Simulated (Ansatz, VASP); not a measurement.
# BiP: VASP beside Ansatz

Aim: how closely do two programs agree when they are given the same cell, functional and k mesh? The cell is generated by rule, not measured, and may not be a known phase. The cell is taken from a series of VASP runs on this material, whose earlier steps may have relaxed, scaled or displaced it; both programs get it as it stands.

Method: plane waves, with VASP 6.6.1 beside it; band structure at PBE, spin-orbit coupling, in Ansatz 0.2.0.

The structure was built from a prototype and need not be the compound's stable phase.

## (1) Set-up

It takes space group Pm-3m (No. 221, cubic). Conventional cell: a = 3.552 Å, b = 3.552 Å, c = 3.552 Å, α = 90.00°, β = 90.00°, γ = 90.00°. Nearest to Bi lie 8 P at 3.08 Å. P has 8 Bi at 3.08 Å nearest. Farther neighbours are not listed.

## (2) Ansatz: band structure, PBE, spin-orbit coupling

Ansatz runs on its fully relativistic PAW (standard-fr) files.

A single point gives forces, pressure and levels at one fixed geometry, so differences don't come from the geometry; what else differs is listed under the comparison.

Input file input.yaml:

```yaml
crystal:
  lattice:
    - [3.55244, 0.0, 0.0]
    - [0.0, 3.55244, 0.0]
    - [0.0, 0.0, 3.55244]
  atoms:
    - { symbol: Bi, position: [0.0, 0.0, 0.0] }
    - { symbol: P, position: [0.5, 0.5, 0.5] }
hamiltonian:
  xc: pbe
  pseudopotentials: { kind: paw_fr }
magnetization:
  noncollinear: true
  spin_orbit: true
kpoints:
  mp_grid: { grid: [8, 8, 8] }
  band_path:
    path:
      - [0.0, 0.0, 0.0]
      - [0.0, 0.1, 0.0]
      - [0.0, 0.2, 0.0]
      - [0.0, 0.3, 0.0]
      - [0.0, 0.43333, 0.0]
      - [0.0, 0.5, 0.0]
      - [0.1, 0.5, 0.0]
      - [0.2, 0.5, 0.0]
      - [0.33333, 0.5, 0.0]
      - [0.43333, 0.5, 0.0]
      - [0.5, 0.5, 0.0]
      - [0.36667, 0.36667, 0.0]
      - [0.26667, 0.26667, 0.0]
      - [0.16667, 0.16667, 0.0]
      - [0.06667, 0.06667, 0.0]
      - [0.03333, 0.03333, 0.03333]
      - [0.13333, 0.13333, 0.13333]
      - [0.23333, 0.23333, 0.23333]
      - [0.33333, 0.33333, 0.33333]
      - [0.46667, 0.46667, 0.46667]
      - [0.46667, 0.5, 0.46667]
      - [0.36667, 0.5, 0.36667]
      - [0.23333, 0.5, 0.23333]
      - [0.13333, 0.5, 0.13333]
      - [0.03333, 0.5, 0.03333]
      - [0.5, 0.5, 0.03333]
      - [0.5, 0.5, 0.16667]
      - [0.5, 0.5, 0.26667]
      - [0.5, 0.5, 0.36667]
      - [0.5, 0.5, 0.5]
    npoints: 1
scf:
  occupations: { method: gaussian, width: 0.02 }
  n_extra_bands: 14
output:
  forces: true
  stress: true
  eigenvalues: true
```

Started as:

```sh
> ansatz run input.yaml --threads 2 --pin off --max-ram 4608MiB --backend cpu --events-out ev --progress --plain --runs-dir out
```

Numbers of over 12 decimals in the logs are rounded to 6 here.

The program printed:

```text
scf.n_extra_bands = 14 over 20 filled bands (N_el = 20.0): the run solves 34 bands
Engine: ansatz 0.2.0, aarch64-unknown-linux-gnu
Pseudopotentials: kind: paw_fr
Pseudopotential: Bi, paw_fr, valence charge 15, recommended cutoff 420 eV (normal), Bi.paw.azcp#standard-fr
Pseudopotential: P, paw_fr, valence charge 5, recommended cutoff 420 eV (normal), P.paw.azcp#standard-fr
Functional definition: PBE
  parameter kappa = 0.804
  parameter beta = 0.066725
  exchange = pbe_x(kappa = kappa, mu = beta*pi^2/3)
  correlation = pbe_c(beta = beta)
non-collinear run that drives no moment, with spin-orbit: no starting moment large enough to seed its density (crystal.atoms[].spin), no starting occupations that ask for one, no magnetisation constraint and no magnetic field, so the semilocal B_xc is pinned to zero
Crystal: 2 atoms, lattice volume = 44.831 Å³
Basis set: ecut = 420 eV, 895 PW (Γ), exchange–correlation on 48×48×48 points (8 copies of the dense FFT grid, shifted against one another)
Bands: 34, of which v1, the nominal top of the filled ones, is band 20 counted from 1 (19 counted from 0)
Symmetry: 48 space group operations + 48 with time reversal
Magnetic group: BNS 221.93 (UNI 1595), of the structure as read, at distance tolerance 3.6e-5 Å
k-points: 35 of 512
Projection manifold: j_resolved (fully-relativistic pseudo-atomic orbitals)
Non-local potential: Bi, projectors of the file, l = 0: 2, l = 1: 4, l = 2: 4, l = 3: 4
Non-local potential: P, projectors of the file, l = 0: 2, l = 1: 4, l = 2: 4
PAW form: soft (Blöchl's): semilocal exchange-correlation on the pseudo side does not see the compensation charge
PAW one-centre angular grid: Bi, 590 points (default); XC on 96 Gauss nodes
PAW one-centre angular grid: P, 110 points (default); XC on 64 Gauss nodes
Initial density: superposition of atomic densities (chi_scale 0.1, normalization cell, long waves kept (reshape's long-wave potential 0.00 eV rms))
Initial wavefunctions: pseudopotential atomic-orbital guess
Functional: x = pbe(κ = 0.804, μ = 0.219515), c = pbe(β = 0.066725)
SCF iter   1: F=—  HF=-13193.211715 eV  |F-HF|=—  |Δ(HF+E_count)|=         —  Δρ=2.16e-2  dr2=4.84e-1  dr2_m=0.00e0 (ungated)  ethr=3.10e-3  |M|=0.00e0 ∫|m|=0.00e0 μB  |m|>n=0.0e0 m-floor=0.0e0 τ_xc=0.0e0  β_m=0.30  ⟨swp⟩=8.5  Hψ=3548  notcnv=0  defer=60
preconditioner: auto → none  [metal: Δε(μ)=0.020 eV  Ē_g=20.441 eV  σ=0.020 eV  W_gap=0.48  n_scr=6 (ndim 8)  ℏωp=24.8 eV  f_vac=0.000  D(μ)=4.42/eV (n_scr^D=56)  sad-step TF]
SCF iter   2: F=—  HF=-13193.148379 eV  |F-HF|=—  |Δ(HF+E_count)|=   6.33e-2  Δρ=1.42e-2  dr2=1.96e-1  dr2_m=0.00e0 (ungated)  ethr=2.42e-3  |M|=0.00e0 ∫|m|=0.00e0 μB  |m|>n=0.0e0 m-floor=0.0e0 τ_xc=0.0e0  β_m=0.55  ⟨swp⟩=1.3  Hψ=748  notcnv=0  defer=136
SCF iter   3: F=—  HF=-13193.105479 eV  |F-HF|=—  |Δ(HF+E_count)|=   4.29e-2  Δρ=3.22e-3  dr2=7.39e-3  dr2_m=0.00e0 (ungated)  ethr=9.82e-4  |M|=0.00e0 ∫|m|=0.00e0 μB  |m|>n=0.0e0 m-floor=0.0e0 τ_xc=0.0e0  β_m=0.65  ⟨swp⟩=2.8  Hψ=690  notcnv=0  defer=232
SCF iter   4: F=—  HF=-13193.104217 eV  |F-HF|=—  |Δ(HF+E_count)|=   1.26e-3  Δρ=5.59e-4  dr2=7.60e-5  dr2_m=0.00e0 (ungated)  ethr=3.70e-5  |M|=0.00e0 ∫|m|=0.00e0 μB  |m|>n=0.0e0 m-floor=0.0e0 τ_xc=0.0e0  β_m=0.63  ⟨swp⟩=3.2  Hψ=830  notcnv=0  defer=242
SCF iter   5: F=—  HF=-13193.104188 eV  |F-HF|=—  |Δ(HF+E_count)|=   2.89e-5  Δρ=1.88e-4  dr2=1.76e-5  dr2_m=0.00e0 (ungated)  ethr=3.80e-7  |M|=0.00e0 ∫|m|=0.00e0 μB  |m|>n=0.0e0 m-floor=0.0e0 τ_xc=0.0e0  β_m=0.71  ⟨swp⟩=2.0  Hψ=840  notcnv=0  defer=242
SCF iter   6: F=-13193.104183 eV  HF=-13193.104183 eV  |F-HF|=8.75e-9  |Δ(HF+E_count)|=   4.55e-6  Δρ=1.30e-5  dr2=6.80e-8  dr2_m=0.00e0 (ungated)  ethr=5.00e-10  |M|=0.00e0 ∫|m|=0.00e0 μB  |m|>n=0.0e0 m-floor=0.0e0 τ_xc=0.0e0  ⟨swp⟩=12.5  Hψ=3931  notcnv=0
SCF 1 converged in 6 iterations: F = -13193.104183 eV  dr2 = 6.80e-8
  greatest PAW one-centre occupation: 0.987 electrons in one spin orbital (limit 2), on the Bi atom at site 0 (counted from 0), in its partial waves of l = 2
NSCF: frozen V_eff on 30 k-points
SCF converged after 6 iterations
Magnetization: |M| = 0.0000 μB,  M = (+0.0000, +0.0000, +0.0000) μB
Absolute magnetization: 0.0000 μB (∫|m|)
  site 0: m = (+0.0000, +0.0000, +0.0000) μB, |m| = 0.0000 μB  (R = 1.27 Å)
  site 1: m = (+0.0000, +0.0000, +0.0000) μB, |m| = 0.0000 μB  (R = 1.27 Å)
Free energy (F): -13193.104183 eV
Harris-Foulkes:  -13193.104183 eV  (|F-HF|=8.75e-9)
Internal energy: -13193.103740 eV  (E = F + TS)
E sigma→0 (E₀):  -13193.103961 eV
Entropy (-TS):   -0.000444 eV (-0.222 meV/atom)
Fermi energy:    11.334496 eV
--- Per-component energies (eV) ---
  E_band       = -53.786638
  E_kinetic    = 372.001177
  E_local      = -1461.413256  (includes V_loc(G=0)·N_el)
  E_nonlocal   = 596.109230
  E_hartree    = 469.755341
  E_xc         = -213.165587
  E_vxc        = -205.287865  (∫ρ·V_xc dr)
  E_paw        = -11274.988410  (= ΣΔE_a)
  E_vpaw       = -294.712193  (= ΣTr[D̂ρ^β])
  E_aug_tail   = -0.000366  (compensation charges beyond the density's cutoff)
  E_ewald      = -1681.401868
  E_smearing   = -0.000444  (= −TS)
  E_closure    = 0.000000  (closes the sum)
  Σ components = -13193.104183   (vs F -13193.104183, Δ=0.00e0)
--- Forces (eV/Å), atoms counted from 1 ---
  atom   1  Bi    -0.00000000     0.00000000    -0.00000000
  atom   2  P      0.00000000    -0.00000000     0.00000000
  max |Σ_I F_I| component: 4.08e-30 eV/Å
--- Stress (GPa, compression-positive) ---
        2.864301       0.000000       0.000000
        0.000000       2.864301       0.000000
        0.000000       0.000000       2.864301
  P = ⅓ Tr σ = 2.8643 GPa (28.643 kbar)
--- Band table (eV; the first three rows and the last of 35) ---
  k-point 0: bands = [... 16 lower, 9.8117, 9.8117, 9.8117, 9.8117, 15.3339, 15.3339, 15.3339, 15.3339, ... 10 higher]
  k-point 1: bands = [... 16 lower, 9.8055, 9.8055, 9.9906, 9.9906, 15.3618, 15.3618, 15.4649, 15.4649, ... 10 higher]
  k-point 2: bands = [... 16 lower, 10.1545, 10.1545, 10.5046, 10.5046, 14.0502, 14.0502, 15.5793, 15.5793, ... 10 higher]
  k-point 34: bands = [... 16 lower, 8.8002, 8.8002, 8.8002, 8.8002, 8.8275, 8.8275, 9.4794, 9.4794, ... 10 higher]
```

Run time: 14 s. Hardware: 2 threads of Arm Neoverse N1, shared host; peak memory 0.44 GiB.

Reading the cycles: dr2 is the Hartree energy of the density residual (eV), the measure of convergence; HF is the Harris–Foulkes estimate of the energy, which meets the free energy F at convergence.

## (3) VASP: band structure, PBE, spin-orbit coupling

The same cell, functional, mesh and smearing now go to VASP, with its own data sets and cutoff.

Lines of VASP's logs that name or quote its potential files are left out, and so is its time.

Input file INCAR:

```
SYSTEM = BiP
PREC = Accurate
ENCUT = 400
EDIFF = 1E-06
NELM = 100
ISMEAR = 0
SIGMA = 0.02
LREAL = .FALSE.
ALGO = Normal
GGA = PE
LNONCOLLINEAR = .TRUE.
MAGMOM = 0 0 0 0 0 0
NBANDS = 32
GGA_COMPAT = .FALSE.
LASPH = .TRUE.
LSORBIT = .TRUE.
LORBIT = 11
LWAVE = .FALSE.
LCHARG = .FALSE.
KPAR = 4
ISIF = 2
```

Input file POSCAR:

```
BiP
1.0
    3.5524400000      0.0000000000      0.0000000000
    0.0000000000      3.5524400000      0.0000000000
    0.0000000000      0.0000000000      3.5524400000
Bi P
1 1
Direct
    0.0000000000      0.0000000000      0.0000000000
    0.5000000000      0.5000000000      0.5000000000
```

Input file KPOINTS:

```
Automatic mesh
0
Gamma
8 8 8
0 0 0
```

Input file KPOINTS_OPT:

```
Line mode
16
Line-mode
Reciprocal
  0.00000000   0.00000000   0.00000000 GAMMA
  0.00000000   0.50000000   0.00000000 X

  0.00000000   0.50000000   0.00000000 X
  0.50000000   0.50000000   0.00000000 M

  0.50000000   0.50000000   0.00000000 M
  0.00000000   0.00000000   0.00000000 GAMMA

  0.00000000   0.00000000   0.00000000 GAMMA
  0.50000000   0.50000000   0.50000000 R

  0.50000000   0.50000000   0.50000000 R
  0.00000000   0.50000000   0.00000000 X

  0.50000000   0.50000000   0.00000000 M
  0.50000000   0.50000000   0.50000000 R
```

PAW data sets: Bi_d and P (PBE family, release 64).

Started as:

```sh
> mpirun -np 4 vasp_ncl
```

The program printed:

```text
[banner, memory and clock lines left out]
running    4 mpi-ranks, on    1 nodes
 distrk:  each k-point on    1 cores,    4 groups
 distr:  one band on    1 cores,    1 groups

 POSCAR found type information on POSCAR BiP
 POSCAR found :  2 types and       2 ions
 LDA part: xc-table for (Slater+PW92), standard interpolation
 POSCAR, INCAR and KPOINTS ok, starting setup
 FFT: planning ... GRIDC
 FFT: planning ... GRID_SOFT
 FFT: planning ... GRID
 WAVECAR not read
 entering main loop
       N       E                     dE             d eps       ncg     rms          rms(c)
DAV:   1     0.184508666240E+03    0.18451E+03   -0.82885E+03  2256   0.120E+03
DAV:   2     0.881740287697E+01   -0.17569E+03   -0.16951E+03  2320   0.371E+02
DAV:   3    -0.862533069026E+01   -0.17443E+02   -0.17083E+02  2768   0.126E+02
DAV:   4    -0.925799115778E+01   -0.63266E+00   -0.63135E+00  2760   0.247E+01
DAV:   5    -0.928733666628E+01   -0.29346E-01   -0.29343E-01  3368   0.503E+00    0.285E+00
DAV:   6    -0.910006952156E+01    0.18727E+00   -0.52937E-01  3160   0.492E+00    0.157E+00
DAV:   7    -0.910379280783E+01   -0.37233E-02   -0.65447E-02  2664   0.142E+00    0.967E-01
DAV:   8    -0.910278025127E+01    0.10126E-02   -0.70264E-03  2872   0.900E-01    0.232E-01
DAV:   9    -0.910241756649E+01    0.36268E-03   -0.94706E-04  3000   0.263E-01    0.113E-01
DAV:  10    -0.910239852455E+01    0.19042E-04   -0.32988E-04  2896   0.129E-01    0.367E-02
DAV:  11    -0.910240960100E+01   -0.11076E-04   -0.41946E-05  3120   0.434E-02    0.275E-02
DAV:  12    -0.910240738560E+01    0.22154E-05   -0.94437E-06  3184   0.380E-02    0.295E-03
DAV:  13    -0.910240707024E+01    0.31535E-06   -0.78690E-07  1824   0.873E-03
   1 F= -.91024071E+01 E0= -.91021116E+01  d E =-.591012E-03  mag=    -0.0000     0.0000    -0.0000
 Start KPOINTS_OPT (optional k-point list driver)
k-point batch [1-35\96]
       N       E                     dE             ncg
DAV:   1     0.285590990355E+04   -0.98037E+04     2256
DAV:   2    -0.330340705397E+04   -0.61593E+04     2304
DAV:   3    -0.395196600137E+04   -0.64856E+03     2768
DAV:   4    -0.397690475136E+04   -0.24939E+02     2736
DAV:   5    -0.397804743708E+04   -0.11427E+01     3440
DAV:   6    -0.397805796090E+04   -0.10524E-01     2832
DAV:   7    -0.397805836863E+04   -0.40773E-03     3416
DAV:   8    -0.397805837335E+04   -0.47185E-05     2728
DAV:   9    -0.397805837350E+04   -0.14398E-06     1824
[...]
k-point batch [71-96\96]
       N       E                     dE             ncg
DAV:   1     0.857308914281E+04   -0.14460E+05     1664
DAV:   2     0.411714138457E+04   -0.44559E+04     1688
DAV:   3     0.368723598518E+04   -0.42991E+03     2056
DAV:   4     0.367157964917E+04   -0.15656E+02     2104
DAV:   5     0.367094314764E+04   -0.63650E+00     2488
DAV:   6     0.367093531495E+04   -0.78327E-02     2160
DAV:   7     0.367093505013E+04   -0.26482E-03     2496
DAV:   8     0.367093504680E+04   -0.33293E-05     1952
DAV:   9     0.367093504668E+04   -0.11765E-06     1360
```

From OUTCAR (step 3):

```text
ion  position               nearest neighbor table
   1  0.000  0.000  0.000-   2 3.08   2 3.08   2 3.08   2 3.08   2 3.08   2 3.08   2 3.08   2 3.08

  LATTYP: Found a simple cubic cell.
 ALAT       =     3.5524400000

 Subroutine GETGRP returns: Found 48 space group operations
 (whereof 48 operations were pure point group operations)

The static configuration has the point symmetry O_h .

 Found     35 irreducible k-points:

   k-points           NKPTS =     35   k-points in BZ     NKDIM =     35   number of bands    NBANDS=     32

   dimension x,y,z NGX =    24 NGY =   24 NGZ =   24
   dimension x,y,z NGXF=    48 NGYF=   48 NGZF=   48

   ENCUT  =  400.0 eV  29.40 Ry    5.42 a.u.   5.79  5.79  5.79*2*pi/ulx,y,z

   NELECT =      20.0000    total number of electrons

 k-points in reciprocal lattice and weights: Automatic mesh
   0.00000000  0.00000000  0.00000000       0.002
   0.12500000  0.00000000  0.00000000       0.012
   0.25000000  0.00000000  0.00000000       0.012
   0.37500000  0.00000000  0.00000000       0.012
   0.50000000  0.00000000  0.00000000       0.006
   0.12500000  0.12500000  0.00000000       0.023
   0.25000000  0.12500000  0.00000000       0.047
   0.37500000  0.12500000  0.00000000       0.047
   0.50000000  0.12500000  0.00000000       0.023
[...]
0.50000000  0.50000000  0.37500000       0.012
   0.50000000  0.50000000  0.50000000       0.002

 average (electrostatic) potential at core
       1-102.5380       2 -80.3171

 E-fermi :   8.2547

 k-point     1 :       0.0000    0.0000    0.0000
  band No.  band energies     occupation
    ...
     16       5.8366      1.00000
     17       6.7171      1.00000
     18       6.7171      1.00000
     19       6.7171      1.00000
     20       6.7171      1.00000
     21      12.2367      0.00000
     22      12.2367      0.00000
     23      12.2367      0.00000
     24      12.2367      0.00000
     25      13.0555      0.00000
    ...

 k-point     2 :       0.1250    0.0000    0.0000
  band No.  band energies     occupation
    ...
     16       5.9344      1.00000
     17       6.7110      1.00000
     18       6.7110      1.00000
     19       6.8968      1.00000
     20       6.8968      1.00000
     21      12.3687      0.00000
     22      12.3687      0.00000
     23      12.4054      0.00000
     24      12.4054      0.00000
     25      13.1318      0.00000
    ...

 k-point     3 :       0.2500    0.0000    0.0000
  band No.  band energies     occupation
    ...
     16       6.2684      1.00000
     17       7.0724      1.00000
     18       7.0724      1.00000
     19       7.4134      1.00000
     20       7.4134      1.00000
     21      11.0597      0.00000
     22      11.0597      0.00000
     23      12.4999      0.00000
     24      12.4999      0.00000
     25      12.7515      0.00000
    ...

  Total        0.7798081      0.7798081      0.7798081      0.0000000      0.0000000      0.0000000
  in kB       27.8687871     27.8687871     27.8687871      0.0000000      0.0000000      0.0000000
  external PRESSURE =      27.8687871 kB  Pullay stress =       0.0000000 kB

  energy-cutoff  :      400.00
  volume of cell :       44.83
      direct lattice vectors                 reciprocal lattice vectors
     3.552440000  0.000000000  0.000000000     0.281496661  0.000000000  0.000000000
     0.000000000  3.552440000  0.000000000     0.000000000  0.281496661  0.000000000
     0.000000000  0.000000000  3.552440000     0.000000000  0.000000000  0.281496661

 POSITION                                       TOTAL-FORCE (eV/Angst)
 -----------------------------------------------------------------------------------
      0.00000      0.00000      0.00000         0.000000      0.000000      0.000000
      1.77622      1.77622      1.77622         0.000000      0.000000      0.000000
 -----------------------------------------------------------------------------------
    total drift:                                0.000000      0.000000      0.000000

  FREE ENERGIE OF THE ION-ELECTRON SYSTEM (eV)
  ---------------------------------------------------
  free  energy   TOTEN  =        -9.1024070702 eV

  energy  without entropy=       -9.1018160586  energy(sigma->0) =       -9.10211156

 Spin-Orbit-Coupling matrix elements
 Ion:    1  E_soc:     -1.4640864
 Ion:    2  E_soc:     -0.0019937

 total charge
# of ion       s       p       d       tot
------------------------------------------
    1        1.582   1.154   9.958  12.695
    2        1.130   1.268   0.000   2.398
--------------------------------------------------
tot          2.712   2.423   9.958  15.093

 magnetization (x)
# of ion       s       p       d       tot
------------------------------------------
    1        0.000   0.000  -0.000   0.000
    2        0.000   0.000   0.000   0.000
--------------------------------------------------
tot          0.000   0.000  -0.000   0.000

 magnetization (y)
# of ion       s       p       d       tot
------------------------------------------
    1        0.000   0.000   0.000   0.000
    2       -0.000   0.000   0.000  -0.000
--------------------------------------------------
tot         -0.000   0.000   0.000   0.000

 magnetization (z)
# of ion       s       p       d       tot
------------------------------------------
    1        0.000   0.000  -0.000  -0.000
    2       -0.000   0.000   0.000  -0.000
--------------------------------------------------
tot         -0.000   0.000  -0.000  -0.000

[... 3 further parts left out ...]
```

The run ends at a pressure of 2.79 GPa.

## (4) Side by side

Known differences besides the potentials themselves: spin-orbit coupling enters by fully relativistic files in Ansatz and inside the spheres in VASP; the cutoff is 420 eV in Ansatz and 400 eV in VASP. Total energies have different zeros and are not compared.

Both answers:

| quantity | Ansatz | VASP | difference |
| --- | --- | --- | --- |
| pressure (GPa) | 2.86 | 2.79 | +0.08 |

Levels from 3 eV below to 2 eV above the Fermi level differ by 36 meV r.m.s. and 114 meV at most; each VASP level is matched to the nearest of Ansatz, which flatters the figure a little. Ansatz's pressure holds a Pulay correction of 0.04 GPa; VASP's holds none.

## (5) Outcome

* r.m.s. difference of levels near the Fermi level (band structure, PBE, spin-orbit coupling): 36 meV

What this shows: The r.m.s. difference of levels near the Fermi level is 36 meV (band structure, PBE, spin-orbit coupling), within the 80 meV picked in this series as the mark of a large difference. 1 further run of this series is not shown here. Such differences can come from data sets, numerical settings and the points named under the comparisons, not from the functional's error against experiment.

[Lines on the potential files, build, host, timing and source positions are cut from VASP's logs without a mark.]

[Logs are printed without paths, hosts, clocks, repeated set-up lines and the standing remarks that a program may print on its own settings, such as how far it seeks lower states.]

[Hosts, paths, dates, database ids (printed as entryN), source tags and the programs' standing remarks are cut or masked in the printed files.]
